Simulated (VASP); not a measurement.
Given:

```
Cd4Se3Te
1.0
    6.29752     0.00000     0.00000
    0.00000     6.29752     0.00000
    0.00000     0.00000     6.29752
Cd Te Se
4 1 3
Direct
  0.99172   0.99172   0.99172
  0.50828   0.50828   0.99172
  0.50828   0.99172   0.50828
  0.99172   0.50828   0.50828
  0.25000   0.25000   0.25000
  0.75000   0.75000   0.25000
  0.75000   0.25000   0.75000
  0.25000   0.75000   0.75000
```

These are PBE GGA, VASP's PBE PAW potentials (set 64) (plane waves; VASP) values and carry that method's errors. Numerical set-up: 400 eV cut-off, 4×4×4 Γ-centred mesh, Gaussian smearing of 0.050 eV, potentials Cd Te Se.

Unless said otherwise, spin-orbit coupling is left out, though it shifts the bands of the heavy elements here.

Question: Predict the energy per atom (σ→0), band gap (on the k-mesh) with the smallest direct gap where there is one.

Answer: 
```
Quantity                                     Result
-----------------------------------  --------------
band gap (on the k-mesh)                    0.43 eV
smallest direct gap (on the k-mesh)         0.43 eV
energy per atom (σ→0)                -2.652 eV/atom
```

Total energies compare only between runs with the same potentials, cut-off and functional.

The structure was generated: Cd4Se3Te was put into an ordered model structure (P-43m), which need not be its known phase. It was relaxed first, which changed the volume by +7 %.
